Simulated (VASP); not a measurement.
# SnIr3 (R-3m) in VASP: single point with PBE

Aim: the single point of SnIr3 with PBE.

Program: VASP 6.6.1. These are calculated values, not measurements. Logs are shortened: lines on timing, memory, paths and dates and some standing lists are left out, and cuts for length are marked.

## 1. The cell of the first run

It takes space group R-3m (No. 166, trigonal). Conventional cell: a = 5.068 Å, b = 5.068 Å, c = 13.978 Å, α = 90.00°, β = 90.00°, γ = 120.00°. Sn (site symmetry -3m) has 6 Ir at 2.75 Å as nearest neighbours. Ir (site symmetry 2/m) has 4 Ir at 2.53 Å and 2 Sn at 2.75 Å as nearest neighbours.

The cell was built by a generator and needn't be a form met in nature.

## 2. Single point, PBE, collinear spin, typed start (random cell by space group and Wyckoff sites (R-3m, No. 166))

INCAR reads:

```
ALGO = Normal
EDIFF = 1E-6
ENCUT = 520
GGA = PE
ISIF = 2
ISMEAR = 0
ISPIN = 2
LASPH = T
LCHARG = F
LMAXMIX = 4
LORBIT = 11
LREAL = F
LWAVE = F
MAGMOM = 0 1 1 1
NBANDS = 32
NELM = 150
PREC = Accurate
SIGMA = 0.1
```

KPOINTS reads:

```
k-points
0
Gamma
  6 6 6
```

POSCAR reads:

```
SnIr3
1.0
    2.5341328430      1.4630822791      4.6592268887
   -2.5341328430      1.4630822791      4.6592268887
    0.0000000000     -2.9261645581      4.6592268887
Sn Ir
1 3
Direct
    0.0000000000      0.0000000000      0.0000000000
    0.0000000000      0.0000000000      0.5000000000
    0.5000000000      0.0000000000      0.0000000000
    0.0000000000      0.5000000000      0.0000000000
```

Potentials or basis: VASP PAW PBE potentials, release 64 (Sn_d, Ir).

The run is started by

```bash
> cat potpaw_PBE.64/Sn_d/POTCAR potpaw_PBE.64/Ir/POTCAR > POTCAR
> mpirun -np 1 vasp_std > vasp.out
```

OUTCAR:

```text
EDIFF = 1E-6
   ENCUT = 520
   GGA = PE
   ISIF = 2
   ISMEAR = 0
   ISPIN = 2
   LASPH = T
   LORBIT = 11
   LREAL = F
   NELM = 150
   PREC = Accurate

 ion  position               nearest neighbor table
   1  0.000  0.000  0.000-   2 2.75   2 2.75   4 2.75   3 2.75   4 2.75   3 2.75
   2  0.000  0.000  0.500-   3 2.53   4 2.53   4 2.53   3 2.53   1 2.75   1 2.75
   3  0.500  0.000  0.000-   2 2.53   2 2.53   4 2.53   4 2.53   1 2.75   1 2.75
   4  0.000  0.500  0.000-   2 2.53   2 2.53   3 2.53   3 2.53   1 2.75   1 2.75

  LATTYP: Found a trigonal (rhomboedric) cell.
 ALAT       =     5.5018936942
 COS(alpha) =     0.5757084711

  Lattice vectors:

 A1 = (   2.5341328430,   1.4630822791,   4.6592268887)
 A2 = (  -2.5341328430,   1.4630822791,   4.6592268887)
 A3 = (   0.0000000000,  -2.9261645581,   4.6592268887)

Analysis of symmetry for initial positions (statically):
=====================================================================
 Subroutine PRICEL returns:
 Original cell was already a primitive cell.

 Routine SETGRP: Setting up the symmetry group for a
 trigonal (rhombohedral) supercell.

 Subroutine GETGRP returns: Found 12 space group operations
 (whereof 12 operations were pure point group operations)
 out of a pool of 12 trial point group operations.

The static configuration has the point symmetry D_3d.

Analysis of symmetry for dynamics (positions and initial velocities):
=====================================================================
 Subroutine PRICEL returns:
 Original cell was already a primitive cell.

 Routine SETGRP: Setting up the symmetry group for a
 trigonal (rhombohedral) supercell.

 Subroutine GETGRP returns: Found 12 space group operations
 (whereof 12 operations were pure point group operations)
 out of a pool of 12 trial point group operations.

The dynamic configuration has the point symmetry D_3d.

Analysis of structural, dynamic, and magnetic symmetry:
=====================================================================
 Subroutine PRICEL returns:
 Original cell was already a primitive cell.

 Routine SETGRP: Setting up the symmetry group for a
 trigonal (rhombohedral) supercell.

 Subroutine GETGRP returns: Found 12 space group operations
 (whereof 12 operations were pure point group operations)
 out of a pool of 12 trial point group operations.

The overall configuration has the point symmetry D_3d.

 Subroutine INISYM returns: Found 12 space group operations
 (whereof 12 operations are pure point group operations),
 and found     1 'primitive' translations

----------------------------------------------------------------------------------------

                                     Primitive cell

  volume of cell :     103.6486

  direct lattice vectors                    reciprocal lattice vectors
     2.534132843  1.463082279  4.659226889     0.197306152  0.113914760  0.071542627
    -2.534132843  1.463082279  4.659226889    -0.197306152  0.113914760  0.071542627
     0.000000000 -2.926164558  4.659226889     0.000000000 -0.227829520  0.071542627

  length of vectors
     5.501893694  5.501893694  5.501893694     0.238798320  0.238798320  0.238798320

  position of ions in fractional coordinates (direct lattice)
     0.000000000  0.000000000  0.000000000
     1.000000000  1.000000000  0.500000000
     0.500000000  0.000000000  0.000000000
     0.000000000  0.500000000  0.000000000

  ion indices of the primitive-cell ions
   primitive index   ion index
                 1           1
                 2           2
                 3           3
                 4           4

----------------------------------------------------------------------------------------

 KPOINTS: k-points

Automatic generation of k-mesh.
 Grid dimensions read from file:
 generate k-points for:    6    6    6

 Generating k-lattice:

  Cartesian coordinates                     Fractional coordinates (reciprocal lattice)
     0.032884359  0.018985793  0.011923771     0.166666667  0.000000000  0.000000000
    -0.032884359  0.018985793  0.011923771     0.000000000  0.166666667  0.000000000
     0.000000000 -0.037971587  0.011923771     0.000000000  0.000000000  0.166666667

  Length of vectors
     0.039799720  0.039799720  0.039799720

  Shift w.r.t. Gamma in fractional coordinates (k-lattice)
     0.000000000  0.000000000  0.000000000

 Subroutine IBZKPT returns following result:
 ===========================================

 Found     32 irreducible k-points:

 Following reciprocal coordinates:
            Coordinates               Weight
  0.000000  0.000000  0.000000      1.000000
  0.166667  0.000000  0.000000      6.000000
  0.333333  0.000000  0.000000      6.000000
  0.500000  0.000000  0.000000      3.000000
  0.166667  0.166667  0.000000      6.000000
  0.333333  0.166667  0.000000     12.000000
[... 16 lines left out ...]
  0.500000  0.500000  0.166667      6.000000
 -0.333333  0.500000  0.166667     12.000000
 [... further k-points ...]
   k-points           NKPTS =     32   k-points in BZ     NKDIM =     32   number of bands    NBANDS=     32
   number of dos      NEDOS =    301   number of ions     NIONS =      4
   total plane-waves  NPLWV =  74088
   dimension x,y,z NGX =    42 NGY =   42 NGZ =   42
   dimension x,y,z NGXF=    84 NGYF=   84 NGZF=   84
   ions per type =               1   3
   NGX,Y,Z   is equivalent  to a cutoff of  12.69, 12.69, 12.69 a.u.
   NGXF,Y,Z  is equivalent  to a cutoff of  25.38, 25.38, 25.38 a.u.
 SYSTEM =  unknown system
   PREC   = accura    normal or accurate (medium, high low for compatibility)
   ISTART =      0    job   : 0-new  1-cont  2-samecut
   ICHARG =      2    charge: 1-file 2-atom 10-const
   ISPIN  =      2    spin polarized calculation?
   LNONCOLLINEAR =      F non collinear calculations
   LSORBIT =      F    spin-orbit coupling
   LASPH  =      T    aspherical Exc in radial PAW
   ENCUT  =  520.0 eV  38.22 Ry    6.18 a.u.  10.23 10.23 10.23*2*pi/ulx,y,z
   NELM   =    150;   NELMIN=  2; NELMDL= -5     # of ELM steps
   EDIFF  = 0.1E-05   stopping-criterion for ELM
   LREAL  =      F    real-space projection
   EDIFFG = 0.1E-04   stopping-criterion for IOM
   NSW    =      0    number of steps for IOM
   IBRION =     -1    ionic relax: 0-MD 1-quasi-New 2-CG
   NFREE  =      0    steps in history (QN), initial steepest desc. (CG)
   ISIF   =      2    stress and relaxation
   ISYM   =      2    0-nonsym 1-usesym 2-fastsym
   POTIM  = 0.5000    time-step for ionic-motion
   TEBEG  =    0.0;   TEEND  =   0.0 temperature during run
   PSTRESS=    0.0 pullay stress
   NELECT =      41.0000    total number of electrons
   NUPDOWN=      -1.0000    fix difference up-down
   EMIN   =  10.00;   EMAX   =-10.00  energy-range for DOS
   EFERMI =   0.00;   METHOD = LEGACY
   ISMEAR =     0;   SIGMA  =   0.10  broadening in eV -4-tet -1-fermi 0-gaus
   EFERMI_NEDOS =   21; number of points for ismear=-14 and -15
   IALGO  =     38    algorithm
   IMIX   =      4    mixing-type and parameters
     AMIX     =   0.40;   BMIX     =  1.00
     AMIX_MAG =   1.60;   BMIX_MAG =  1.00
  volume/ion in A,a.u.               =      25.91       174.86
  Fermi-wavevector in a.u.,A,eV,Ry     =   1.201753  2.270983 19.649658  1.444209
  Thomas-Fermi vector in A             =   2.337553
   LORBIT       =     11    0 simple, 1 ext, 2 COOP (PROOUT), +10 PAW based schemes
   GGA     = PE    functional components
   LHFCALC =     F    Hartree Fock is set to
   AEXX    =    0.0000 exact exchange contribution
   IVDW    =     0    specifies the selected vdW correction
   LEPSILON=     F    determine dielectric tensor
   LRPA    =     F    only Hartree local field effects (RPA)
 spin polarized calculation
 Gauss-broadening in eV      SIGMA  =   0.10
  energy-cutoff  :      520.00
  volume of cell :      103.65
 maximum number of plane-waves:      2814
 NGX is ok and might be reduce to    42
   NGX = 21   NGY = 21   NGZ = 21

 number of electron      40.9999995 magnetization       1.0436673

 Free energy of the ion-electron system (eV)
  ---------------------------------------------------
  ext. energy  EPLUGINS =         0.00000000
  ---------------------------------------------------
  free energy    TOTEN  =       -26.32867361 eV

  energy without entropy =      -26.29925488  energy(sigma->0) =      -26.31396425

 E-fermi :   4.1814     XC(G=0):  -9.9402

 val. band max:        4.1802926044   @ k =   0.5000   0.1667  -0.0000
 cond. band min:       4.1846764352   @ k =   0.3333   0.3333   0.3333
 fundamental gap:      0.0043838308
 Fermi energy:         4.1813517252

 spin component 1

 k-point     1 :       0.0000    0.0000    0.0000
  band No.  band energies     occupation
      1     -17.1922      1.00000
      2     -17.1922      1.00000
      3     -17.1633      1.00000
      4     -17.1503      1.00000
      5     -17.1503      1.00000
      6      -5.5626      1.00000
[... 24 lines left out ...]
     31      12.2347      0.00000
     32      12.7371      0.00000
[... 774 lines left out ...]
      2     -17.1833      1.00000
      3     -17.1457      1.00000
      4     -17.1372      1.00000
      5     -17.1319      1.00000
      6      -3.6418      1.00000
[... 24 lines left out ...]
     31      14.2742      0.00000
     32      15.0012      0.00000

 [... further k-points ...]

 spin component 2

 k-point     1 :       0.0000    0.0000    0.0000
  band No.  band energies     occupation
      1     -17.1916      1.00000
      2     -17.1916      1.00000
      3     -17.1635      1.00000
      4     -17.1502      1.00000
      5     -17.1502      1.00000
      6      -5.4834      1.00000
[... 24 lines left out ...]
     31      12.3481      0.00000
     32      12.7384      0.00000
[... 774 lines left out ...]
      2     -17.1829      1.00000
      3     -17.1459      1.00000
      4     -17.1374      1.00000
      5     -17.1324      1.00000
      6      -3.6058      1.00000
[... 24 lines left out ...]
     31      14.3128      0.00000
     32      15.0478      0.00000

 [... further k-points ...]
[... 5 lines left out ...]
  --------------------------------------------------------------------------------------
  -------------------------------------------------------------------------------------
  Total        0.2990020      0.2990020      0.0541807      0.0000000      0.0000000      0.0000000
  in kB        4.6219099      4.6219099      0.8375143      0.0000000      0.0000000      0.0000000
  external PRESSURE =       3.3604447 kB  Pullay stress =       0.0000000 kB

 VOLUME and BASIS-vectors are now :
 -----------------------------------------------------------------------------
  energy-cutoff  :      520.00
  volume of cell :      103.65
      direct lattice vectors                 reciprocal lattice vectors
     2.534132843  1.463082279  4.659226889     0.197306152  0.113914760  0.071542627
    -2.534132843  1.463082279  4.659226889    -0.197306152  0.113914760  0.071542627
     0.000000000 -2.926164558  4.659226889     0.000000000 -0.227829520  0.071542627

 POSITION                                       TOTAL-FORCE (eV/Angst)
 -----------------------------------------------------------------------------------
      0.00000      0.00000      0.00000         0.000000     -0.000000      0.000000
      0.00000     -1.46308      2.32961         0.000000     -0.000000     -0.000000
      1.26707      0.73154      2.32961         0.000000     -0.000000     -0.000000
     -1.26707      0.73154      2.32961        -0.000000      0.000000      0.000000
 -----------------------------------------------------------------------------------
    total drift:                                0.000000      0.000000     -0.000000

  FREE ENERGIE OF THE ION-ELECTRON SYSTEM (eV)
  ---------------------------------------------------
  free  energy   TOTEN  =       -26.3286736064 eV

  energy  without entropy=      -26.2992548840  energy(sigma->0) =      -26.31396425

 total charge

# of ion       s       p       d       tot
------------------------------------------
    1        1.163   1.047  10.050  12.259
    2        0.747   0.512   6.998   8.258
    3        0.747   0.512   6.998   8.258
    4        0.747   0.512   6.998   8.258
--------------------------------------------------
tot          3.405   2.584  31.044  37.032

 magnetization (x)

# of ion       s       p       d       tot
------------------------------------------
    1        0.006  -0.013   0.001  -0.006
    2        0.006  -0.001   0.338   0.342
    3        0.006  -0.001   0.338   0.342
    4        0.006  -0.001   0.338   0.342
--------------------------------------------------
tot          0.023  -0.017   1.014   1.020
```

It took 3.6 min on 1 thread of Intel Xeon Platinum 8488C (Sapphire Rapids), shared host; peak memory 0.41 GiB.

Results:

| Item | Value |
| --- | --- |
| Free energy | -26.3287 eV |
| Pressure | 0.3 GPa |
| Band gap on the k mesh | none (metal or under the smearing width) |
| Net moment | 1.04 μB per cell |
| Site moments | Sn -0.01; Ir +0.34 μB |
| Valence electrons inside the program's atomic spheres | Sn 12.26; Ir 8.26 |

Levels at points of the mesh, in eV from the Fermi level:
Spin up:
```tsv
k point	band 19	band 20	band 21	band 22	band 23	band 24
(0.00, 0.00, 0.00)	0.06	0.30	0.30	0.68	0.68	2.32
(0.50, 0.00, 0.00)	-1.62	-1.08	-0.03	0.25	0.55	1.14
(0.50, 0.50, 0.00)	-1.79	-1.40	-0.32	-0.05	0.23	1.32
(0.50, 0.50, 0.50)	0.03	0.27	0.27	1.61	3.27	3.84
```
Spin down:
| k point | band 16 | band 17 | band 18 | band 19 | band 20 | band 21 | band 22 | band 23 | band 24 | band 25 |
| --- | --- | --- | --- | --- | --- | --- | --- | --- | --- | --- |
| (0.00, 0.00, 0.00) | -1.13 | 0.35 | 0.37 | 0.37 | 0.59 | 0.59 | 0.68 | 0.68 | 2.43 | 2.76 |
| (0.50, 0.00, 0.00) | -1.93 | -1.87 | -1.87 | -1.38 | -0.89 | 0.29 | 0.53 | 0.68 | 1.26 | 1.65 |
| (0.50, 0.50, 0.00) | -1.92 | -1.90 | -1.88 | -1.54 | -1.12 | -0.18 | 0.28 | 0.50 | 1.43 | 3.12 |
| (0.50, 0.50, 0.50) | -1.89 | 0.32 | 0.35 | 0.35 | 0.55 | 0.55 | 1.64 | 3.44 | 3.89 | 3.89 |

Spin-orbit coupling is left out, which matters for the levels of Ir.
